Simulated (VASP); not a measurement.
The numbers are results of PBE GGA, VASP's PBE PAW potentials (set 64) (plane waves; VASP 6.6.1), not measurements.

The input files of a VASP run:

KPOINTS:
```
Automatic mesh
0
Gamma
 9 9 9
0 0 0
```

INCAR:
```
SYSTEM = Ag
PREC = Accurate
ENCUT = 300
EDIFF = 1E-6
NELM = 100
ALGO = Normal
LREAL = .FALSE.
LASPH = .TRUE.
ISMEAR = 0
SIGMA = 0.272
GGA = PE
LMAXMIX = 4
LWAVE = .FALSE.
LCHARG = .FALSE.
ISIF = 2
```

POSCAR:
```
Ag
1
    0.0000000000     2.0607990000     2.0607990000
    2.0607990000     0.0000000000     2.0607990000
    2.0607990000     2.0607990000     0.0000000000
Ag
1
Direct
  0.0000000000   0.0000000000   0.0000000000
```

POTCAR, in this order: Ag (PBE.64 set). Program: vasp_std.

At this cut-off the stress carries a Pulay error, which pulls relaxed volumes low.

**Question.** What does the run give for the energy per atom (σ→0), pressure, band gap (on the k-mesh)?

**Answer.** 
```yaml
energy per atom (σ→0): -2742 meV/atom
band gap (on the k-mesh): none (metal, semimetal or under 0.01 eV)
pressure: 1.39 GPa
```

### OSZICAR
```
...
DAV:   5    -0.298792244844E+01   -0.15627E-05   -0.15637E-05   730   0.400E-02    0.485E+00
DAV:   6    -0.275513572695E+01    0.23279E+00   -0.11121E+00   640   0.113E+01    0.322E+00
DAV:   7    -0.274726936308E+01    0.78664E-02   -0.89571E-03   668   0.976E-01    0.182E+00
DAV:   8    -0.274441271831E+01    0.28566E-02   -0.56233E-04   662   0.198E-01    0.661E-02
DAV:   9    -0.274442157840E+01   -0.88601E-05   -0.10513E-05   730   0.323E-02    0.134E-02
DAV:  10    -0.274442697230E+01   -0.53939E-05   -0.30238E-06   681   0.187E-02    0.430E-03
DAV:  11    -0.274442669037E+01    0.28193E-06   -0.13050E-07   319   0.395E-03
   1 F= -.27444267E+01 E0= -.27420944E+01  d E =-.466457E-02
```

The structure comes from a computed database's Ag entry; how it stands against other phases isn't given here. The cell was not relaxed at this level.
